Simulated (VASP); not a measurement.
VASP ran on this input.

File KPOINTS:
```
K-points
0
gamma
 11 11 11
0 0 0
```

**POSCAR**
```
BP
1
    0.0000000000     2.3006062289     2.3006062289
    2.3006062289     0.0000000000     2.3006062289
    2.3006062289     2.3006062289     0.0000000000
B P
1 1
Direct
  0.0000000000   0.0000000000   0.0000000000
  0.2500000000   0.2500000000   0.2500000000
```

**INCAR**
```
# general
SYSTEM    =  BP
PREC      =  Accurate
ENCUT     =  520
LREAL     =  .FALSE.
LASPH     =  .TRUE.   # aspherical one-centre terms

# electronic loop
EDIFF     =  1E-7   # SCF stop (eV)
NELM      =  100   # most electronic steps
ALGO      =  Normal   # blocked Davidson

# smearing
ISMEAR    =  -5   # tetrahedra, Bloechl

# functional
GGA       =  ML
LUSE_VDW  =  .TRUE.
AGGAC     =  0.0
ZAB_VDW   =  -1.8867

# ions
ISIF      =  2

# output
LWAVE     =  .FALSE.
LCHARG    =  .TRUE.
LORBIT    =  11   # lm-projected
NEDOS     =  601
```

POTCAR, in this order: B P (PBE.64 set). Program: vasp_std.

**Question.** Translate this vdW-DF2 calculation to Quantum ESPRESSO's pw.x.

**Answer.** One equivalent input (not run):
```
&CONTROL
  calculation = 'scf'
  pseudo_dir = './pseudo'
  outdir = './out'
  tprnfor = .true.
  tstress = .true.
/
&SYSTEM
  ibrav = 0
  nat = 2
  ntyp = 2
  ecutwfc = 76
  occupations = 'tetrahedra'
  input_dft = 'vdw-df2'
/
&ELECTRONS
  conv_thr = 7.3e-09
  electron_maxstep = 100
/
ATOMIC_SPECIES
  B 10.810 B.upf
  P 30.974 P.upf
CELL_PARAMETERS angstrom
     0.0000000    2.3006062    2.3006062
     2.3006062    0.0000000    2.3006062
     2.3006062    2.3006062    0.0000000
ATOMIC_POSITIONS crystal
  B    0.0000000  0.0000000  0.0000000
  P    0.2500000  0.2500000  0.2500000
K_POINTS automatic
  11 11 11 0 0 0
```
The two are equivalent in intent, not identical: the potentials are each code's own (VASP's PAW set, PseudoDojo norm-conserving files in pw.x), so ENCUT and ecutwfc are chosen apart and not converted; conv_thr bounds pw.x's estimated SCF error, while EDIFF bounds the energy change between steps.

The compound is BP in the zinc blende structure. It was relaxed first.
